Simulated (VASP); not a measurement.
Output of a VASP run:

File OSZICAR:
```
       N       E                     dE             d eps       ncg     rms          rms(c)
DAV:   1     0.108668281565E+03    0.10867E+03   -0.98144E+03  2200   0.122E+03
DAV:   2    -0.120748325965E+02   -0.12074E+03   -0.11799E+03  2762   0.234E+02
DAV:   3    -0.166620509430E+02   -0.45872E+01   -0.45532E+01  2650   0.480E+01
DAV:   4    -0.166969427392E+02   -0.34892E-01   -0.34879E-01  2615   0.455E+00
DAV:   5    -0.166972902468E+02   -0.34751E-03   -0.34749E-03  2706   0.431E-01    0.133E+01
DAV:   6    -0.161241083729E+02    0.57318E+00   -0.52328E+00  2174   0.220E+01    0.797E+00
DAV:   7    -0.159206048494E+02    0.20350E+00   -0.97355E-01  2181   0.106E+01    0.393E+00
DAV:   8    -0.158958159183E+02    0.24789E-01   -0.71279E-02  2293   0.196E+00    0.858E-01
DAV:   9    -0.158922721212E+02    0.35438E-02   -0.96044E-03  2440   0.101E+00    0.205E-01
DAV:  10    -0.158923139073E+02   -0.41786E-04   -0.11312E-03  2398   0.261E-01    0.401E-02
DAV:  11    -0.158923110601E+02    0.28472E-05   -0.78750E-05  2622   0.900E-02    0.182E-02
DAV:  12    -0.158923093883E+02    0.16718E-05   -0.10705E-05  2356   0.308E-02    0.354E-03
DAV:  13    -0.158923095037E+02   -0.11535E-06   -0.60422E-07  2734   0.561E-03    0.147E-03
DAV:  14    -0.158923094879E+02    0.15736E-07   -0.97747E-08  1269   0.310E-03
   1 F= -.15174306E+02 E0= -.15174032E+02  d E =-.151743E+02
```

File OUTCAR:
```
------------------------ aborting loop because EDIFF is reached ----------------------------------------
  FORCE on cell =-STRESS in cart. coord.  units (eV):
  Direction    XX          YY          ZZ          XY          YZ          ZX
  --------------------------------------------------------------------------------------
  Total        0.7225823      0.7225824      0.7205489      0.0000000      0.0000000      0.0000000
  in kB       20.1275312     20.1275350     20.0708919      0.0000000      0.0000000      0.0000000
  external PRESSURE =       0.1086527 kB  Pullay stress =      20.0000000 kB
  volume of cell :       57.52
      direct lattice vectors                 reciprocal lattice vectors
     1.876986264 -3.251035877  0.000000000     0.266384475 -0.153797134  0.000000000
     1.876986264  3.251035877  0.000000000     0.266384475  0.153797134  0.000000000
     0.000000000  0.000000000  4.712968461     0.000000000  0.000000000  0.212180499
 POSITION                                       TOTAL-FORCE (eV/Angst)
 -----------------------------------------------------------------------------------
      0.00000      0.00000      0.00000        -0.000000      0.000000      0.000000
      1.87699      1.08368      1.26115        -0.000000     -0.000000      0.002190
      1.87699     -1.08368      3.45181         0.000000      0.000000     -0.002190
 -----------------------------------------------------------------------------------
    total drift:                                0.000000     -0.000000      0.000000
  FREE ENERGIE OF THE ION-ELECTRON SYSTEM (eV)
  ---------------------------------------------------
  free  energy   TOTEN  =       -15.8923094879 eV

  energy  without entropy=      -15.8914875064  energy(sigma->0) =      -15.89203549
  enthalpy is  TOTEN    =       -15.1743055948 eV   P V=        0.7180038931

 reached required accuracy - stopping structural energy minimisation
```
(Selected blocks of OUTCAR.)

### POSCAR
```
PtSe2
1
    1.8769862640    -3.2510358773     0.0000000000
    1.8769862640     3.2510358773    -0.0000000000
    0.0000000000     0.0000000000     4.7129684606
Pt Se
1 2
Direct
  0.0000000000   0.0000000000   0.0000000000
  0.3333330000   0.6666670000   0.2675921832
  0.6666670000   0.3333330000   0.7324078168
```

Question: Reconstruct the remaining input files.

Answer: Several could match; the one computed here: the input of the run itself, PBEsol GGA, plane waves, VASP's PBE PAW potentials (set 64).

File KPOINTS:
```
Automatic mesh
0
Gamma
10 10 6
0 0 0
```

**INCAR**
```
SYSTEM  =  PtSe2
PREC  =  Accurate; ENCUT  =  480; LREAL  =  .False.
LASPH  =  .True.
EDIFF  =  1E-7; NELM  =  100; ALGO  =  Normal
LMAXMIX  =  6
ISMEAR  =  1; SIGMA  =  0.1
GGA  =  PS
IBRION  =  2; NSW  =  40; ISIF  =  3
EDIFFG  =  -0.01; PSTRESS  =  20
LWAVE  =  .False.; LCHARG  =  .False.
```

POTCAR, in this order: Pt Se (PBE.64 set). Program: vasp_std.

Without a dispersion term in the relaxation, distances and binding between the weakly bound layers, chains or molecules are unreliable, and so is what depends on them.

The compound is PtSe2 in the 1T layered structure. It was relaxed first under an external pressure of 2 GPa.
